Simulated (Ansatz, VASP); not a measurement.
# NaBe2Se2 in VASP and in Ansatz

```xyz
5
Lattice="3.6723 0.0000 0.0000 -1.8361 3.1803 0.0000 0.0000 0.0000 8.0112" Properties=species:S:1:pos:R:3 pbc="T T T"
Na    0.0000    0.0000    4.0056
Be    0.0000    2.1202    1.1728
Be    0.0000    2.1202    6.8384
Se    1.8362    1.0601    1.8307
Se    1.8362    1.0601    6.1804
```

The cell was built by a generator and needn't be a form met in nature.

Alike in both runs: task band structure; functional PBE; k mesh 6 × 6 × 3; occupations fermi-dirac, width 0.05 eV; spin-orbit coupling, no magnetisation.

|  | VASP | Ansatz |
| --- | --- | --- |
| version | VASP 6.6.1 | Ansatz 0.2.0 |
| potentials or method | VASP PAW PBE potentials, release 64 (Na_pv, Be, Se) | Ansatz PAW |
| plane-wave cutoff (eV) | 520 | 420 |
| valence electrons in the cell | 23 | 45 |

|  | VASP | Ansatz | Ansatz less VASP |
| --- | --- | --- | --- |
| gap on the k mesh at the Fermi level (eV) | none | none | - |
| pressure (GPa) | 0.2 | 0.0 | -0.12 |
| largest component of the traceless stress (GPa) | 0.11 | 0.04 | -0.069 |
| rms of the force components (eV/Å) | 0.007 | 0.010 | +0.0028 |

Atom by atom the forces differ by 0.004 eV/Å (rms over components). A gap of «none» marks a metal or a gap that the smearing closes. The two sets of potentials don't hold the same shells in valence.
